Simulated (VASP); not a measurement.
Wanted: the native input for a VASP 6.6.1 run.

* Task: relaxation of cell and atoms
* Functional: PBEsol
* Potentials or basis: VASP PAW PBE potentials, release 64 (Mo_sv)
* Cutoff: 600 eV
* k mesh: 16 × 16 × 16
* Occupations: methfessel-paxton, width 0.1 eV
* Spin: no spin polarisation
* Target pressure: 45 GPa
* Further INCAR settings: ALGO = Normal; EDIFF = 1e-06; IBRION = 2; EDIFFG = -0.01; NSW = 90; ISIF = 3
* Target pressure: 45 GPa

The structure of Mo lies in POSCAR:

```
Mo
1.0
   -1.5734150000      1.5734150000      1.5734150000
    1.5734150000     -1.5734150000      1.5734150000
    1.5734150000      1.5734150000     -1.5734150000
Mo
1
Direct
    0.0000000000      0.0000000000      0.0000000000
```

One way to write it, as run:

INCAR

```
SYSTEM = Mo
  PREC = Accurate
  ENCUT = 600
  EDIFF = 1E-6
  ISMEAR = 1
  SIGMA = 0.1
  LREAL = .False.
  LASPH = .True.
  NELM = 80
  ALGO = Normal
  ISIF = 3
  LWAVE = .False.
  LCHARG = .False.
  GGA = PS
  IBRION = 2
  NSW = 90
  EDIFFG = -0.01
  PSTRESS = 450.0
  KPAR = 2
```

KPOINTS

```
regular mesh
0
Gamma
  16 16 16
  0 0 0
```

Potentials or basis: VASP PAW PBE potentials, release 64 (Mo_sv).

Launch:

```bash
$ cat potpaw_PBE.64/Mo_sv/POTCAR > POTCAR
$ mpirun -np 2 vasp_std > vasp.out
```

Results of the run:

```yaml
Relaxed_volume: 13.55 Å³/atom
Relaxed_cell: a = 2.601 Å, b = 2.601 Å, c = 2.601 Å, α = 109.47°, β = 109.47°, γ = 109.47°
Space_group_after_relaxing_to_0.05_Å: Im-3m (No. 229)
Energy_change_on_relaxing_the_enthalpy_is_what_falls: +223.2 meV/atom
Ionic_steps: 15
Pressure_after_relaxing: 45.0 GPa
Band_gap_on_the_k_mesh: none (metal or under the smearing width)
```

Caveat: the cell is relaxed towards a set pressure, so the enthalpy falls and the energy may rise; the PAW data sets were made with another functional, which shifts forces and pressure a little.

It took 34 s on 2 MPI ranks on Intel(R) Xeon(R) 6975P-C (Granite Rapids) (shared host), peak memory 0.16 GiB a rank.
